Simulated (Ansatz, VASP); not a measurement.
# Mo3Ru3C2 in VASP and in Ansatz

```
CELL_PARAMETERS angstrom
2.90927 0.00000 0.00000
-1.45463 2.51950 0.00000
0.00000 0.00000 13.88332
ATOMIC_POSITIONS crystal
Ru 0.33333 0.66667 0.34598
Ru 0.00000 0.00000 0.50000
Ru 0.66667 0.33333 0.65402
Mo 0.33333 0.66667 0.81211
Mo 0.00000 0.00000 0.00000
Mo 0.66667 0.33333 0.18789
C 0.66667 0.33333 0.90117
C 0.33333 0.66667 0.09883
```

The cell comes from a database or a generator and needn't be the stable form of this composition.

Alike in both runs: task single point; functional PBE; k mesh 10 × 10 × 2; occupations fermi-dirac, width 0.05 eV; no spin polarisation.

|  | VASP | Ansatz |
| --- | --- | --- |
| version | VASP 6.6.1 | Ansatz 0.2.0 |
| potentials or method | VASP PAW PBE potentials, release 64 (Ru_pv, Mo_sv, C) | Ansatz PAW |
| plane-wave cutoff (eV) | 520 | 420 |
| valence electrons in the cell | 92 | 98 |

Ansatz gave:

| Item | Value |
| --- | --- |
| gap on the k mesh at the Fermi level (eV) | none |
| pressure (GPa) | -2.7 |
| largest component of the traceless stress (GPa) | 0.72 |
| rms of the force components (eV/Å) | 0.031 |

Task: What did VASP give for the same quantities?

Result: gap on the k mesh at the Fermi level (eV): none; pressure (GPa): -2.4; largest component of the traceless stress (GPa): 0.69; rms of the force components (eV/Å): 0.035.

Atom by atom the forces differ by 0.007 eV/Å (rms over components). A gap of «none» marks a metal or a gap that the smearing closes. The functional is the same, so the differences come from potentials, cutoffs and numerics. The two sets of potentials don't hold the same shells in valence.
